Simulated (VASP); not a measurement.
These are revPBE GGA, VASP's PBE PAW potentials (set 64) (plane waves; VASP) values and carry that method's errors.

The input files of a VASP run:

**INCAR**
```
! general
SYSTEM  = W
PREC    = Accurate
ENCUT   = 520   ! plane-wave cut-off (eV)
LREAL   = .FALSE.
LASPH   = .TRUE.   ! aspherical one-centre terms

! electronic loop
EDIFF   = 1E-6   ! SCF stop (eV)
NELM    = 100   ! most electronic steps
ALGO    = Normal
LMAXMIX = 6

! smearing
ISMEAR  = 1
SIGMA   = 0.1   ! width (eV)

! functional
GGA     = RE

! ions
IBRION  = 2
NSW     = 60   ! most ionic steps
ISIF    = 3   ! ions, shape and volume
EDIFFG  = -0.01   ! ionic stop

! output
LWAVE   = .FALSE.
LCHARG  = .FALSE.
```

File POSCAR:
```
W
1
   -1.5975375328     1.5975375328     1.5975375328
    1.5975375328    -1.5975375328     1.5975375328
    1.5975375328     1.5975375328    -1.5975375328
W
1
Direct
  0.0000000000   0.0000000000   0.0000000000
```

### KPOINTS
```
Automatic mesh
0
Gamma
14 14 14
0 0 0
```

POTCAR, in this order: W_sv (PBE.64 set). Program: vasp_std.

Output of the run:

### OSZICAR
```
       N       E                     dE             d eps       ncg     rms          rms(c)
DAV:   1     0.786437615006E+02    0.78644E+02   -0.78910E+03  2296   0.143E+03
DAV:   2    -0.115122002500E+02   -0.90156E+02   -0.86974E+02  2435   0.334E+02
DAV:   3    -0.131161908434E+02   -0.16040E+01   -0.15807E+01  2649   0.441E+01
DAV:   4    -0.131253594384E+02   -0.91686E-02   -0.91679E-02  2450   0.357E+00
DAV:   5    -0.131254329938E+02   -0.73555E-04   -0.73556E-04  2602   0.330E-01    0.196E+01
DAV:   6    -0.126393097882E+02    0.48612E+00   -0.59359E-01  2423   0.103E+01    0.768E+00
DAV:   7    -0.125109343950E+02    0.12838E+00   -0.32055E-01  2510   0.712E+00    0.732E-01
DAV:   8    -0.125068573437E+02    0.40771E-02   -0.36673E-03  2345   0.876E-01    0.993E-02
DAV:   9    -0.125068848042E+02   -0.27460E-04   -0.85265E-05  2610   0.124E-01    0.586E-02
DAV:  10    -0.125068793275E+02    0.54767E-05   -0.16682E-05  2450   0.601E-02    0.132E-02
DAV:  11    -0.125068802564E+02   -0.92892E-06   -0.21388E-07  1405   0.598E-03
   1 F= -.12506880E+02 E0= -.12506957E+02  d E =-.125069E+02
       N       E                     dE             d eps       ncg     rms          rms(c)
DAV:   1    -0.125102697932E+02   -0.33905E-02   -0.84670E-02  2342   0.460E+00    0.748E-01
DAV:   2    -0.125071774951E+02    0.30923E-02   -0.46318E-03  2333   0.921E-01    0.174E-01
DAV:   3    -0.125066461946E+02    0.53130E-03   -0.14985E-03  2384   0.507E-01    0.134E-01
DAV:   4    -0.125066460213E+02    0.17332E-06   -0.37156E-05  2376   0.819E-02    0.156E-02
DAV:   5    -0.125066459110E+02    0.11025E-06   -0.21377E-06  2277   0.190E-02
   2 F= -.12506646E+02 E0= -.12506722E+02  d E =0.234345E-03
       N       E                     dE             d eps       ncg     rms          rms(c)
DAV:   1    -0.125091256470E+02   -0.24796E-02   -0.52223E-02  2342   0.360E+00    0.595E-01
DAV:   2    -0.125072228640E+02    0.19028E-02   -0.28104E-03  2333   0.722E-01    0.137E-01
DAV:   3    -0.125068908422E+02    0.33202E-03   -0.94491E-04  2381   0.404E-01    0.108E-01
DAV:   4    -0.125069008259E+02   -0.99836E-05   -0.21694E-05  2359   0.629E-02    0.130E-02
DAV:   5    -0.125069001294E+02    0.69650E-06   -0.19965E-06  2183   0.185E-02
   3 F= -.12506900E+02 E0= -.12506977E+02  d E =-.198729E-04
```

File OUTCAR:
```
------------------------ aborting loop because EDIFF is reached ----------------------------------------
  FORCE on cell =-STRESS in cart. coord.  units (eV):
  Direction    XX          YY          ZZ          XY          YZ          ZX
  --------------------------------------------------------------------------------------
  Total        0.0000435      0.0000435      0.0000435      0.0000000      0.0000000      0.0000000
  in kB        0.0042730      0.0042730      0.0042730      0.0000000      0.0000000      0.0000000
  external PRESSURE =       0.0042730 kB  Pullay stress =       0.0000000 kB
  volume of cell :       16.33
      direct lattice vectors                 reciprocal lattice vectors
    -1.598128404  1.598128404  1.598128404     0.000000000  0.312865974  0.312865974
     1.598128404 -1.598128404  1.598128404     0.312865974  0.000000000  0.312865974
     1.598128404  1.598128404 -1.598128404     0.312865974  0.312865974  0.000000000
 POSITION                                       TOTAL-FORCE (eV/Angst)
 -----------------------------------------------------------------------------------
     -0.00000      0.00000      0.00000        -0.000000      0.000000     -0.000000
 -----------------------------------------------------------------------------------
    total drift:                               -0.000000     -0.000000      0.000000
  FREE ENERGIE OF THE ION-ELECTRON SYSTEM (eV)
  ---------------------------------------------------
  free  energy   TOTEN  =       -12.5069001294 eV

  energy  without entropy=      -12.5071319294  energy(sigma->0) =      -12.50697740

 reached required accuracy - stopping structural energy minimisation
```
(Selected blocks of OUTCAR.)

**CONTCAR**
```
W
   1.00000000000000
    -1.5981284035546448    1.5981284035546448    1.5981284035546448
     1.5981284035546448   -1.5981284035546448    1.5981284035546448
     1.5981284035546448    1.5981284035546448   -1.5981284035546448
  W
     1
Direct
     0.0000000000000000    0.0000000000000000    0.0000000000000000
```

The compound is W in the bcc structure. This run relaxes it. Symmetry was kept, so distortions that lower it aren't found. The start is the result of an earlier pass.
